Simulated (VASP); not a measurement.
A convergence study with VASP on TiCo (CsCl type): one setting is varied, all else stays as given below, so the limit is that of these other settings.

```yaml
crystal:
  lattice:
    - [2.99000, 0.00000, 0.00000]
    - [0.00000, 2.99000, 0.00000]
    - [0.00000, 0.00000, 2.99000]
  atoms:
    - { symbol: Ti, position: [0.00000, 0.00000, 0.00000] }
    - { symbol: Co, position: [0.50000, 0.50000, 0.50000] }
```

All values below come from PBE GGA, VASP's PBE PAW potentials (set 64) (plane waves; VASP 6.6.1). The tightest run used: 550 eV cut-off, 22×22×22 Γ-centred mesh, first-order Methfessel-Paxton smearing of 0.10 eV, potentials Ti_sv Co.

Q: The settings run are 1×1×1 mesh; 2×2×2 mesh; 3×3×3 mesh; 4×4×4 mesh; 5×5×5 mesh; 6×6×6 mesh; 8×8×8 mesh; 9×9×9 mesh; 10×10×10 mesh; 11×11×11 mesh; 12×12×12 mesh; 13×13×13 mesh; 15×15×15 mesh; 16×16×16 mesh; 17×17×17 mesh; 18×18×18 mesh; 19×19×19 mesh; 21×21×21 mesh; 22×22×22 mesh. From which on does the stress (every component) stay within 0.5 GPa of the tightest run?

A: From 4×4×4 mesh on: it is off by 0.07 there and by no more than 0.5 in any finer run, while 3×3×3 mesh is off by 1.64.
| setting | E (eV/atom) | pressure (GPa) | irreducible k-points | difference judged (GPa) |
|---|---|---|---|---|
| 1×1×1 mesh | -11.1022 | -37.49 | 1 | 33.88 |
| 2×2×2 mesh | -7.2317 | -3.30 | 4 | 0.30 |
| 3×3×3 mesh | -7.8411 | -5.24 | 4 | 1.64 |
| 4×4×4 mesh | -7.8378 | -3.53 | 10 | 0.07 |
| 5×5×5 mesh | -7.7849 | -3.22 | 10 | 0.38 |
| 6×6×6 mesh | -7.8278 | -3.31 | 20 | 0.30 |
| 8×8×8 mesh | -7.8219 | -3.59 | 35 | 0.01 |
| 9×9×9 mesh | -7.8099 | -3.54 | 35 | 0.06 |
| 10×10×10 mesh | -7.8163 | -3.69 | 56 | 0.09 |
| 11×11×11 mesh | -7.8161 | -3.48 | 56 | 0.12 |
| 12×12×12 mesh | -7.8132 | -3.60 | 84 | 0.00 |
| 13×13×13 mesh | -7.8165 | -3.55 | 84 | 0.05 |
| 15×15×15 mesh | -7.8173 | -3.64 | 120 | 0.04 |
| 16×16×16 mesh | -7.8149 | -3.55 | 165 | 0.05 |
| 17×17×17 mesh | -7.8158 | -3.60 | 165 | 0.00 |
| 18×18×18 mesh | -7.8154 | -3.54 | 220 | 0.06 |
| 19×19×19 mesh | -7.8154 | -3.61 | 220 | 0.01 |
| 21×21×21 mesh | -7.8152 | -3.59 | 286 | 0.01 |
| 22×22×22 mesh | -7.8160 | -3.60 | 364 | 0.00 |

Left out are rungs that failed or repeat a setting and relaxations that didn't move; long series are thinned to 24 rows.

The compound is TiCo in the CsCl type structure. The cell was not relaxed at this level. The run is not spin-polarised, so no magnetic state was tried. The electron count is odd and the run is not spin-polarised, which forces a metal.
